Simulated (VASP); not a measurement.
Method: vdW-DF-cx, VASP's PBE PAW potentials (set 64) (plane waves; VASP 6.6.1).

A VASP calculation is set up with these files.

### KPOINTS
```
Automatic mesh
0
Gamma
13 13 13
0 0 0
```

**INCAR**
```
! general
SYSTEM  =Sn
PREC    =Accurate
ENCUT   =520
LREAL   =.FALSE.   ! projection in real space or not
LASPH   =.TRUE.   ! aspherical one-centre terms

! electronic loop
EDIFF   =1E-7   ! SCF stop (eV)
NELM    =100
ALGO    =Normal   ! blocked Davidson
LMAXMIX =4

! smearing
ISMEAR  =1
SIGMA   =0.1

! functional
GGA     =CX
LUSE_VDW=.TRUE.
AGGAC   =0.0

! ions
IBRION  =2   ! conjugate gradients
NSW     =30
ISIF    =4   ! ions and shape, fixed volume
EDIFFG  =-0.01   ! ionic stop

! output
LWAVE   =.FALSE.
LCHARG  =.FALSE.
```

### POSCAR
```
Sn
1
   -2.8611492654     2.8611492654     1.5557409209
    2.8611492654    -2.8611492654     1.5557409209
    2.8611492654     2.8611492654    -1.5557409209
Sn
2
Direct
  0.2500000000   0.7500000000   0.5000000000
  0.0000000000   0.0000000000   0.0000000000
```

POTCAR, in this order: Sn_d (PBE.64 set). Program: vasp_std.

The resulting files:

### OSZICAR
```
       N       E                     dE             d eps       ncg     rms          rms(c)
DAV:   1     0.207462180979E+03    0.20746E+03   -0.15138E+04  7084   0.250E+03
DAV:   2     0.158558934717E+02   -0.19161E+03   -0.18939E+03  7060   0.449E+02
DAV:   3    -0.106769081409E+01   -0.16924E+02   -0.16774E+02  8156   0.138E+02
DAV:   4    -0.157067620499E+01   -0.50299E+00   -0.49945E+00  8126   0.258E+01
DAV:   5    -0.158977054708E+01   -0.19094E-01   -0.19094E-01  9572   0.458E+00    0.262E+00
DAV:   6    -0.156406673326E+01    0.25704E-01   -0.44164E-02  9244   0.343E+00    0.144E+00
DAV:   7    -0.155639959123E+01    0.76671E-02   -0.25858E-02  9188   0.255E+00    0.186E-01
DAV:   8    -0.155616105470E+01    0.23854E-03   -0.24577E-03  8356   0.748E-01    0.352E-02
DAV:   9    -0.155617275041E+01   -0.11696E-04   -0.68473E-05  8748   0.906E-02    0.147E-02
DAV:  10    -0.155617197227E+01    0.77814E-06   -0.81709E-06  9010   0.404E-02    0.217E-03
DAV:  11    -0.155617211095E+01   -0.13868E-06   -0.40366E-07  7332   0.900E-03    0.119E-03
DAV:  12    -0.155617195679E+01    0.15415E-06   -0.58174E-08  3888   0.316E-03    0.188E-04
DAV:  13    -0.155617196473E+01   -0.79349E-08   -0.10612E-08  3766   0.143E-03
   1 F= -.15561720E+01 E0= -.15561663E+01  d E =-.155617E+01
       N       E                     dE             d eps       ncg     rms          rms(c)
DAV:   1    -0.155630309534E+01   -0.13114E-03   -0.30948E-03  8106   0.498E-01    0.523E-02
DAV:   2    -0.155622712859E+01    0.75967E-04   -0.15893E-04  8524   0.219E-01    0.325E-02
DAV:   3    -0.155618533603E+01    0.41793E-04   -0.93656E-05  9228   0.154E-01    0.406E-03
DAV:   4    -0.155618652362E+01   -0.11876E-05   -0.16867E-05  7488   0.528E-02    0.240E-03
DAV:   5    -0.155618648642E+01    0.37192E-07   -0.45110E-07  7206   0.120E-02
   2 F= -.15561865E+01 E0= -.15561908E+01  d E =-.145217E-04
```

### OUTCAR
```
------------------------ aborting loop because EDIFF is reached ----------------------------------------
  FORCE on cell =-STRESS in cart. coord.  units (eV):
  Direction    XX          YY          ZZ          XY          YZ          ZX
  --------------------------------------------------------------------------------------
  Total        1.2614896      1.2614896      1.2436748      0.0000000      0.0000000      0.0000000
  in kB       39.6749099     39.6749099     39.1146201      0.0000000      0.0000000      0.0000000
  external PRESSURE =      39.4881466 kB  Pullay stress =       0.0000000 kB
  volume of cell :       50.94
      direct lattice vectors                 reciprocal lattice vectors
    -2.861945904  2.861945904  1.554874943     0.000000000  0.174706307  0.321569270
     2.861945904 -2.861945904  1.554874943     0.174706307  0.000000000  0.321569270
     2.861945904  2.861945904 -1.554874943     0.174706307  0.174706307  0.000000000
 POSITION                                       TOTAL-FORCE (eV/Angst)
 -----------------------------------------------------------------------------------
      2.86195     -0.00000      0.77744         0.000000     -0.000000      0.000000
      0.00000      0.00000      3.10975        -0.000000      0.000000     -0.000000
 -----------------------------------------------------------------------------------
    total drift:                               -0.000000     -0.000000      0.000000
  FREE ENERGIE OF THE ION-ELECTRON SYSTEM (eV)
  ---------------------------------------------------
  free  energy   TOTEN  =        -1.5561864864 eV

  energy  without entropy=       -1.5561995538  energy(sigma->0) =       -1.55619084

 reached required accuracy - stopping structural energy minimisation
```
(Selected blocks of OUTCAR.)

CONTCAR:
```
Sn
   1.00000000000000
    -2.8619459041764133    2.8619459041764133    1.5548749429303124
     2.8619459041764133   -2.8619459041764133    1.5548749429303124
     2.8619459041764133    2.8619459041764133   -1.5548749429303124
  Sn
     2
Direct
     0.2500000000000000    0.7500000000000000    0.5000000000000000
     1.0000000000000000    1.0000000000000000    0.0000000000000000
```

The compound is Sn in the beta structure. This cell is one point of a volume scan, at 0.94 of the reference volume. Symmetry was kept, so distortions that lower it aren't found.
